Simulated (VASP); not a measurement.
A run of VASP 6.6.1 is set up as follows.

The input INCAR:

```
SYSTEM = TaW
PREC     = Accurate       ! precision mode
ENCUT    = 520            ! plane-wave cutoff, eV
EDIFF    = 1E-6           ! SCF threshold, eV
ISMEAR   = -1             ! smearing method
SIGMA    = 0.05           ! smearing width, eV
LREAL    = .False.        ! projectors in reciprocal space
LASPH    = .True.         ! aspherical terms in the spheres
NELM     = 80             ! most SCF steps
ALGO     = Normal         ! electronic algorithm
ISIF     = 2              ! what is computed and relaxed
LWAVE    = .False.        ! write WAVECAR
LCHARG   = .False.        ! write CHGCAR
LDIPOL   = .True.       
IDIPOL   = 3            
DIPOL    = 0.5 0.5 0.500
GGA      = PS             ! functional
IBRION   = 2              ! ionic algorithm
NSW      = 40             ! ionic steps
EDIFFG   = -0.01          ! ionic threshold
```

Contents of KPOINTS:

```
regular mesh
0
Gamma
  7 7 1
  0 0 0
```

POSCAR

```
TaW
1.0
    2.8156310853      0.0000000000      0.0000000000
   -0.9649541523      2.6451166123      0.0000000000
    0.0000000000      0.0000000000     26.3034960250
W Ta
3 3
Selective dynamics
Direct
    0.5000000000      0.5000000000      0.2851332003  F F F
    0.5000000000      0.5000000000      0.4570266401  F F F
    0.5000000000      0.5000000000      0.6289200798  T T T
    0.0000000000      0.0000000000      0.3710799202  F F F
    0.0000000000      0.0000000000      0.5429733599  T T T
    0.0000000000      0.0000000000      0.7148667997  T T T
```

Potentials or basis: VASP PAW PBE potentials, release 64 (W_sv, Ta_pv).

Launch:

```console
$ cat potpaw_PBE.64/W_sv/POTCAR potpaw_PBE.64/Ta_pv/POTCAR > POTCAR
$ mpirun -np 1 vasp_std > vasp.out
```

**Question.** What does it give for the energy gained by relaxing?

**Answer.** 4.9 meV/atom.

**Question.** Predict the band gap on the k mesh.

**Answer.** None (metal or under the smearing width).

Final structure:
```yaml
crystal:
  lattice:
    - [2.81563, 0.00000, 0.00000]
    - [-0.96495, 2.64512, 0.00000]
    - [0.00000, 0.00000, 26.30350]
  atoms:
    - { symbol: W, position: [0.50000, 0.50000, 0.28513] }
    - { symbol: W, position: [0.50000, 0.50000, 0.45703] }
    - { symbol: W, position: [0.50000, 0.50000, 0.62734] }
    - { symbol: Ta, position: [0.00000, 0.00000, 0.37108] }
    - { symbol: Ta, position: [0.00000, 0.00000, 0.54172] }
    - { symbol: Ta, position: [0.00000, 0.00000, 0.71018] }
```

 The run has no spin-orbit coupling, so splittings on Ta, W are missing.
